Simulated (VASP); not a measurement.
HgTe (Coloradoite):

```
Hg Te
1.0
     0.00000    3.21450    3.21450
     3.21450    0.00000    3.21450
     3.21450    3.21450    0.00000
Hg Te
1 1
Direct
  0.00000 0.00000 0.00000
  0.25000 0.25000 0.25000
```

```yaml
Program: VASP 6.6.1
Task: relaxation of cell and atoms
Functional: PBEsol
Potentials_or_basis: VASP PAW PBE potentials, release 64 (Hg, Te)
Cutoff: 600 eV
k_mesh: 10 × 10 × 10
Occupations: gaussian, width 0.03 eV
Spin: no spin polarisation
```

At the start: pressure 1.9 GPa; volume 33.22 Å³/atom.

**Question.** How do energy, volume and symmetry change on relaxing?

**Answer.** Over 3 steps the energy falls by 7.7 meV/atom and the volume is 34.58 Å³/atom (+4.1 %); space group F-43m (No. 216, to 0.05 Å).

The path:
```tsv
step	energy change (eV)	largest force (eV/Å)	pressure (GPa)	volume (Å³)
1	0.0000	0.0000	1.88	66.43
2	-0.0133	0.0000	-0.63	70.26
3	-0.0155	0.0000	0.00	69.17
```

Final structure:
```cif
data_structure
_symmetry_space_group_name_H-M 'P 1'
_symmetry_Int_Tables_number 1
_cell_length_a 4.6075
_cell_length_b 4.6075
_cell_length_c 4.6075
_cell_angle_alpha 60.000
_cell_angle_beta 60.000
_cell_angle_gamma 60.000
_cell_volume 69.17
loop_
_atom_site_label
_atom_site_type_symbol
_atom_site_fract_x
_atom_site_fract_y
_atom_site_fract_z
_atom_site_occupancy
Hg1 Hg 0.00000 0.00000 0.00000 1
Te1 Te 0.25000 0.25000 0.25000 1
```

Caveat: the PAW data sets were made with another functional, which shifts forces and pressure a little.
